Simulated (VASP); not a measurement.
An input for Quantum ESPRESSO's pw.x (written as the equivalent of a VASP run, and not itself run):

```
&CONTROL
  calculation = 'scf'
  pseudo_dir = './pseudo'
  outdir = './out'
  tprnfor = .true.
  tstress = .true.
/
&SYSTEM
  ibrav = 0
  nat = 2
  ntyp = 2
  ecutwfc = 70
  occupations = 'smearing'
  smearing = 'gaussian'
  degauss = 0.003675
  input_dft = 'pbesol'
/
&ELECTRONS
  conv_thr = 7.3e-09
  electron_maxstep = 100
/
ATOMIC_SPECIES
  In 114.818 In.upf
  P 30.974 P.upf
CELL_PARAMETERS angstrom
     0.0000000    2.9388308    2.9388308
     2.9388308    0.0000000    2.9388308
     2.9388308    2.9388308    0.0000000
ATOMIC_POSITIONS crystal
  In   0.0000000  0.0000000  0.0000000
  P    0.2500000  0.2500000  0.2500000
K_POINTS automatic
  8 8 8 0 0 0
```

**Question.** Translate this input to VASP (INCAR, KPOINTS, POSCAR, choice of POTCAR).

**Answer.** One answer among several that fit: 
**POSCAR**
```
InP
2.9388310
  0.0000000000   0.9999999241   0.9999999241
  0.9999999241   0.0000000000   0.9999999241
  0.9999999241   0.9999999241   0.0000000000
In P
1 1
Cartesian
  0.0000000000   0.0000000000   0.0000000000
  0.4999999620   0.4999999620   0.4999999620
```

INCAR:
```
ALGO = Normal
EDIFF = 1E-7
ENCUT = 520
GGA = PS
ISIF = 2
ISMEAR = 0
LASPH = .TRUE.
LCHARG = .FALSE.
LMAXMIX = 4
LREAL = .FALSE.
LWAVE = .FALSE.
NELM = 100
PREC = Accurate
SIGMA = 0.05
SYSTEM = InP
```

**KPOINTS**
```
Automatic mesh
0
Gamma
8 8 8
0 0 0
```

POTCAR, in this order: In_d P (PBE.64 set). Program: vasp_std.

Limits of the translation: the potentials are each code's own (VASP's PAW set, PseudoDojo norm-conserving files in pw.x), so ENCUT and ecutwfc are chosen apart and not converted; conv_thr bounds pw.x's estimated SCF error, while EDIFF bounds the energy change between steps.

The compound is InP in the zinc blende structure. It was relaxed first.
